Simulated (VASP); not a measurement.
# WSe2 (P6_3/mmc) in VASP: notebook, part 2 of 2

VASP 6.6.1.

## Step 3: Band structure, PBE

File POSCAR:

```
WSe2                                    
1.0
    3.2804836435      0.0000000007      0.0000000000
   -1.6402418705      2.8409821424      0.0000000000
    0.0000000000      0.0000000000     12.7934348696
  W               Se            
     2     4
Direct
     0.6666666699999979    0.3333333300000021    0.7500000000000000
     0.3333333300000021    0.6666666699999979    0.2500000000000000
     0.3333333300000021    0.6666666699999979    0.8818231090403117
     0.6666666699999979    0.3333333300000021    0.3818231090403117
     0.3333333300000021    0.6666666699999979    0.6181768909596883
     0.6666666699999979    0.3333333300000021    0.1181768909596883
```

File INCAR.step1:

```
PREC = Accurate ; ENCUT = 300
EDIFF = 1E-6 ; ISMEAR = 0
SIGMA = 0.02 ; LREAL = F
LASPH = T ; NELM = 120
ALGO = Normal ; ISIF = 2
LWAVE = F ; LCHARG = T
LMAXMIX = 4 ; GGA = PE
NBANDS = 35 ; KPAR = 4
```

File KPOINTS.step1:

```
Automatic mesh
0
Gamma
  12 12 4
```

File INCAR.step2:

```
PREC = Accurate ; ENCUT = 300
EDIFF = 1E-6 ; ISMEAR = 0
SIGMA = 0.05 ; LREAL = F
LASPH = T ; NELM = 120
ALGO = Normal ; ISIF = 2
LWAVE = F ; LCHARG = F
LMAXMIX = 4 ; GGA = PE
NBANDS = 35 ; KPAR = 4
ICHARG = 11
```

File KPOINTS.step2:

```
path GMKGALHA,LM,KH
20
line-mode
reciprocal
 0.0000000000  0.0000000000  0.0000000000  G
 0.5000000000  0.0000000000  0.0000000000  M

 0.5000000000  0.0000000000  0.0000000000  M
 0.3333333333  0.3333333333  0.0000000000  K

 0.3333333333  0.3333333333  0.0000000000  K
 0.0000000000  0.0000000000  0.0000000000  G

 0.0000000000  0.0000000000  0.0000000000  G
 0.0000000000  0.0000000000  0.5000000000  A

 0.0000000000  0.0000000000  0.5000000000  A
 0.5000000000  0.0000000000  0.5000000000  L

 0.5000000000  0.0000000000  0.5000000000  L
 0.3333333333  0.3333333333  0.5000000000  H

 0.3333333333  0.3333333333  0.5000000000  H
 0.0000000000  0.0000000000  0.5000000000  A

 0.5000000000  0.0000000000  0.5000000000  L
 0.5000000000  0.0000000000  0.0000000000  M

 0.3333333333  0.3333333333  0.0000000000  K
 0.3333333333  0.3333333333  0.5000000000  H
```

Potentials or basis: VASP PAW PBE potentials, release 64 (W_sv, Se).

The run is started by

```bash
$ cat potpaw_PBE.64/W_sv/POTCAR potpaw_PBE.64/Se/POTCAR > POTCAR
$ cp INCAR.step1 INCAR
$ cp KPOINTS.step1 KPOINTS
$ mpirun -np 4 vasp_std > vasp.out
$ cp INCAR.step2 INCAR
$ cp KPOINTS.step2 KPOINTS
$ mpirun -np 4 vasp_std > vasp.out
```

It took 52 s on 4 MPI ranks of Intel Xeon Platinum 8488C (Sapphire Rapids), shared host; peak memory 0.35 GiB.

It converged, with:

```
Band gap on the k mesh  : 0.89 eV, indirect (least direct gap 1.56 eV)
Band gap along the path : 0.87 eV, indirect (least direct gap 1.56 eV)
```

Levels at the corners of the path, in eV from the valence-band top:
```
point  band 24  band 25  band 26  band 27  band 28  band 29
    Γ    -1.20    -0.96     0.00     2.63     2.63     2.67
    M    -1.37    -1.30    -1.05     2.15     2.20     2.27
    M    -1.37    -1.30    -1.05     2.15     2.20     2.27
    K    -2.55    -0.48    -0.19     1.37     1.37     1.74
    K    -2.55    -0.48    -0.19     1.37     1.37     1.74
    Γ    -1.20    -0.96     0.00     2.63     2.63     2.67
    Γ    -1.20    -0.96     0.00     2.63     2.63     2.67
    A    -1.48    -0.20    -0.20     2.63     2.63     2.63
    A    -1.48    -0.20    -0.20     2.63     2.63     2.63
    L    -1.37    -1.21    -1.21     2.17     2.17     2.52
    L    -1.37    -1.21    -1.21     2.17     2.17     2.52
    H    -2.79    -0.36    -0.36     1.37     1.37     2.34
    H    -2.79    -0.36    -0.36     1.37     1.37     2.34
    A    -1.48    -0.20    -0.20     2.63     2.63     2.63
    L    -1.37    -1.21    -1.21     2.17     2.17     2.52
    M    -1.37    -1.30    -1.05     2.15     2.20     2.27
    K    -2.55    -0.48    -0.19     1.37     1.37     1.74
    H    -2.79    -0.36    -0.36     1.37     1.37     2.34
```

Caveat: the log is that of the step along the path at fixed density, whose energy, stress, charges and moments have no meaning; spin-orbit coupling is left out, which moves the levels of the heavy elements.

## Step 4: Band structure, PBE

POSCAR is that of step 3.

INCAR.step1: that of step 3 with these lines changed.

```diff
@@ -1,2 +1,2 @@
-PREC = Accurate ; ENCUT = 300
+PREC = Accurate ; ENCUT = 600
 EDIFF = 1E-6 ; ISMEAR = 0
```

KPOINTS.step1 is that of step 3.

INCAR.step2: that of step 3 with these lines changed.

```diff
@@ -1,2 +1,2 @@
-PREC = Accurate ; ENCUT = 300
+PREC = Accurate ; ENCUT = 600
 EDIFF = 1E-6 ; ISMEAR = 0
```

KPOINTS.step2 is that of step 3.

The run is started by

```bash
$ cat potpaw_PBE.64/W_sv/POTCAR potpaw_PBE.64/Se/POTCAR > POTCAR
$ cp INCAR.step1 INCAR
$ cp KPOINTS.step1 KPOINTS
$ mpirun -np 4 vasp_std > vasp.out
$ cp INCAR.step2 INCAR
$ cp KPOINTS.step2 KPOINTS
$ mpirun -np 4 vasp_std > vasp.out
```

It took 2.5 min on 4 MPI ranks of Intel Xeon Platinum 8488C (Sapphire Rapids), shared host; peak memory 0.8 GiB.

Results (log left out):

```
Band gap on the k mesh  : 0.89 eV, indirect (least direct gap 1.56 eV)
Band gap along the path : 0.87 eV, indirect (least direct gap 1.56 eV)
```

Levels at the corners of the path, in eV from the valence-band top:
```
point  band 24  band 25  band 26  band 27  band 28  band 29
    Γ    -1.20    -0.96     0.00     2.63     2.63     2.68
    M    -1.37    -1.30    -1.05     2.15     2.20     2.27
    M    -1.37    -1.30    -1.05     2.15     2.20     2.27
    K    -2.55    -0.48    -0.19     1.37     1.37     1.74
    K    -2.55    -0.48    -0.19     1.37     1.37     1.74
    Γ    -1.20    -0.96     0.00     2.63     2.63     2.68
    Γ    -1.20    -0.96     0.00     2.63     2.63     2.68
    A    -1.48    -0.20    -0.20     2.63     2.63     2.63
    A    -1.48    -0.20    -0.20     2.63     2.63     2.63
    L    -1.37    -1.21    -1.21     2.17     2.17     2.52
    L    -1.37    -1.21    -1.21     2.17     2.17     2.52
    H    -2.79    -0.36    -0.36     1.37     1.37     2.34
    H    -2.79    -0.36    -0.36     1.37     1.37     2.34
    A    -1.48    -0.20    -0.20     2.63     2.63     2.63
    L    -1.37    -1.21    -1.21     2.17     2.17     2.52
    M    -1.37    -1.30    -1.05     2.15     2.20     2.27
    K    -2.55    -0.48    -0.19     1.37     1.37     1.74
    H    -2.79    -0.36    -0.36     1.37     1.37     2.34
```

Caveat: the log is that of the step along the path at fixed density, whose energy, stress, charges and moments have no meaning; spin-orbit coupling is left out, which moves the levels of the heavy elements.

## Step 5: The runs side by side

| level | cutoff (eV) | gap on the mesh (eV) |
| --- | --- | --- |
| r2SCAN | 450 | 1.01 |
| PBE | 300 | 0.89 |
| PBE | 600 | 0.89 |

Alike in all rows: task band structure; potentials or basis VASP PAW PBE potentials, release 64 (W_sv, Se); no spin polarisation; cell as given; k mesh 12 × 12 × 4; smearing gaussian 0.02 eV.

On the cell as given the gap runs from 0.87 eV (PBE) to 0.99 eV (r2SCAN).

Caveats: spin-orbit coupling is left out, which moves the levels of the heavy elements.

Total energies depend on the potentials used, so only differences within one code and one set of settings carry meaning.

## Step 6: How close it comes

Step 2. A measured gap of WSe2 is 1.3 eV (indirect; “Time-resolved XUV ARPES with tunable 24–33 eV laser pulses at 30 meV resolution”, 2019, pmc:6684652); the calculated 0.99 eV misses it by -0.31 eV. Spin-orbit coupling on Se, W is left out. The value is that of r2SCAN, without temperature or zero-point motion. The cell is a database's relaxed one, not the measured one, which moves gaps too.

Step 3. A measured gap of WSe2 is 1.3 eV (indirect; “Time-resolved XUV ARPES with tunable 24–33 eV laser pulses at 30 meV resolution”, 2019, pmc:6684652); the calculated 0.87 eV misses it by -0.43 eV. Spin-orbit coupling on Se, W is left out. The value is that of PBE, without temperature or zero-point motion. Semilocal functionals fall short of measured gaps as a rule. The cell is a database's relaxed one, not the measured one, which moves gaps too.

Step 4. Against the measured gap of WSe2, 1.3 eV (indirect; “Time-resolved XUV ARPES with tunable 24–33 eV laser pulses at 30 meV resolution”, 2019, pmc:6684652), the calculated 0.87 eV is off by -0.43 eV. Spin-orbit coupling on Se, W is left out. The value is that of PBE, without temperature or zero-point motion. Semilocal functionals fall short of measured gaps as a rule. The cell is a database's relaxed one, not the measured one, which moves gaps too.
